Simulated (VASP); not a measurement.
Energy against volume of SiC (wurtzite). Method: PBE GGA with D4 dispersion, VASP's PBE PAW potentials (set 64) (plane waves; VASP). Settings: 520 eV cut-off, 8×8×5 Γ-centred mesh, Gaussian smearing of 0.050 eV, potentials Si C.

Shape and ions are relaxed at each volume.

```
V (Å³/atom)  E (eV/atom)
-----------  -----------
9.993           -7.84781
10.302          -7.85452
10.611          -7.84846
10.920          -7.83142
```

Q: Fit these four points and predict the energy of the run at 9.684 Å³/atom.

A: A cubic in V^(−2/3), the third-order Birch-Murnaghan form, passes through the four points with V0 = 10.30 Å³/atom and B0 = 220 GPa, and gives -7.8262 eV/atom there. The run gave -7.8263 eV/atom, -0.1 meV/atom from the fit; all five points give B0 = 220 GPa.

The compound is SiC in the wurtzite structure, the rare 2H polytype. It was relaxed first.
